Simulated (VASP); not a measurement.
These are PBE GGA, VASP's PBE PAW potentials (set 64) (plane waves; VASP) values and carry that method's errors.

VASP input:

**INCAR**
```
ALGO = Normal
EDIFF = 1E-6
ENCUT = 400
GGA = PE
ICHARG = 11
ISMEAR = 0
LASPH = .True.
LCHARG = .False.
LMAXMIX = 4
LREAL = .False.
LWAVE = .False.
NELM = 100
PREC = Accurate
SIGMA = 0.05
SYSTEM = Na4BrCl3
```

File POSCAR:
```
Na4BrCl3
1
    5.7731770453     0.0000000000    -0.0000000000
    0.0000000000     5.7731770453    -0.0000000000
    0.0000000000     0.0000000000     5.7731770453
Na Cl Br
4 3 1
Direct
  0.0000000000   0.0000000000   0.0000000000
  0.5000000000   0.5000000000   0.0000000000
  0.5000000000   0.0000000000   0.5000000000
  0.0000000000   0.5000000000   0.5000000000
  0.5000000000   0.5000000000   0.5000000000
  0.0000000000   0.0000000000   0.5000000000
  0.0000000000   0.5000000000   0.0000000000
  0.5000000000   0.0000000000   0.0000000000
```

### KPOINTS
```
k-points along high-symmetry lines
15
Line-mode
Reciprocal
  0.000000   0.000000   0.000000 ! GAMMA
  0.000000   0.500000   0.000000 ! X

  0.000000   0.500000   0.000000 ! X
  0.500000   0.500000   0.000000 ! M

  0.500000   0.500000   0.000000 ! M
  0.000000   0.000000   0.000000 ! GAMMA

  0.000000   0.000000   0.000000 ! GAMMA
  0.500000   0.500000   0.500000 ! R

  0.500000   0.500000   0.500000 ! R
  0.000000   0.500000   0.000000 ! X

  0.500000   0.500000   0.500000 ! R
  0.500000   0.500000   0.000000 ! M
```

POTCAR, in this order: Na_pv Cl Br (PBE.64 set). Program: vasp_std. Read from the step before: CHGCAR.

The run wrote:

File OSZICAR:
```
       N       E                     dE             d eps       ncg     rms          rms(c)
DAV:   1     0.529992242903E+03    0.52999E+03   -0.24241E+04  6364   0.145E+03
DAV:   2     0.323140460824E+02   -0.49768E+03   -0.48851E+03  7190   0.397E+02
DAV:   3    -0.242126538400E+02   -0.56527E+02   -0.56087E+02  6829   0.145E+02
DAV:   4    -0.261114933269E+02   -0.18988E+01   -0.18948E+01  7038   0.288E+01
DAV:   5    -0.261646810875E+02   -0.53188E-01   -0.53157E-01  7590   0.470E+00
DAV:   6    -0.261669545977E+02   -0.22735E-02   -0.22732E-02  7712   0.933E-01
DAV:   7    -0.261670659713E+02   -0.11137E-03   -0.11137E-03  7998   0.185E-01
DAV:   8    -0.261670710810E+02   -0.51096E-05   -0.51095E-05  6622   0.379E-02
DAV:   9    -0.261670713526E+02   -0.27169E-06   -0.27171E-06  5591   0.835E-03
   1 F= -.26167071E+02 E0= -.26167071E+02  d E =-.541982E-19
```

**OUTCAR**
```
 val. band max:       -0.8587299085   @ k =   0.0000   0.0000   0.0000

 cond. band min:       3.8806926592   @ k =   0.0000   0.0000   0.0000



 k-point     1 :       0.0000    0.0000    0.0000
  band No.  band energies     occupation
      1     -21.9691      2.00000
      2     -21.9691      2.00000
      3     -21.9691      2.00000
      4     -21.9530      2.00000
      5     -21.9530      2.00000
      6     -21.9530      2.00000
      7     -21.9509      2.00000
      8     -21.9509      2.00000
      9     -21.9509      2.00000
     10     -21.9415      2.00000
     11     -21.9415      2.00000
     12     -21.9415      2.00000
     13     -13.5195      2.00000
     14     -13.1755      2.00000
     15     -13.1755      2.00000
     16     -13.1673      2.00000
     17      -2.5031      2.00000
     18      -2.5031      2.00000
     19      -2.5031      2.00000
     20      -1.5149      2.00000
     21      -1.5149      2.00000
     22      -1.5149      2.00000
     23      -1.4344      2.00000
     24      -1.4344      2.00000
     25      -1.4344      2.00000
     26      -0.8587      2.00000
     27      -0.8587      2.00000
     28      -0.8587      2.00000
     29       3.8807      0.00000
     30       6.1223      0.00000
     31       6.1223      0.00000
     32       6.3666      0.00000
     33       6.9217      0.00000

 k-point     2 :       0.0000    0.0357    0.0000
  band No.  band energies     occupation
      1     -21.9693      2.00000
      2     -21.9692      2.00000
      3     -21.9692      2.00000
      4     -21.9531      2.00000
      5     -21.9530      2.00000
      6     -21.9530      2.00000
      7     -21.9511      2.00000
      8     -21.9509      2.00000
      9     -21.9509      2.00000
     10     -21.9416      2.00000
     11     -21.9416      2.00000
     12     -21.9416      2.00000
     13     -13.5183      2.00000
     14     -13.1761      2.00000
     15     -13.1753      2.00000
     16     -13.1675      2.00000
...
```

The density is held fixed in this step, so its total energy and stress have no physical meaning.

The structure was generated: Na4BrCl3 was put into an ordered model structure (Pm-3m), which need not be its known phase. It was relaxed first.
